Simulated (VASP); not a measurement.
Given:

```xyz
2
Lattice="0.0000 2.8740 2.8740 2.8740 0.0000 2.8740 2.8740 2.8740 0.0000" Properties=species:S:1:pos:R:3 pbc="T T T"
Ga     0.0000     0.0000     0.0000
As     1.4370     1.4370     1.4370
```

Method: PBE GGA, VASP's PBE PAW potentials (set 64) (plane waves; VASP). Run with 520 eV cut-off, 8×8×8 Γ-centred mesh, Gaussian smearing of 0.050 eV, potentials Ga_d As.

Q: The job: GaAs (zinc blende), 2 atoms, PBE, static run, 520 eV, 8×8×8 Γ-centred mesh. Roughly how much core time does it take on a busy server core?

A: About 10 core-seconds (one run on a shared machine, a rough figure). It had 29 irreducible k-points, 13 bands, up to 1303 plane waves and 14 electronic steps.

The compound is GaAs in the zinc blende structure. It was relaxed first, which changed the volume by +5 %.
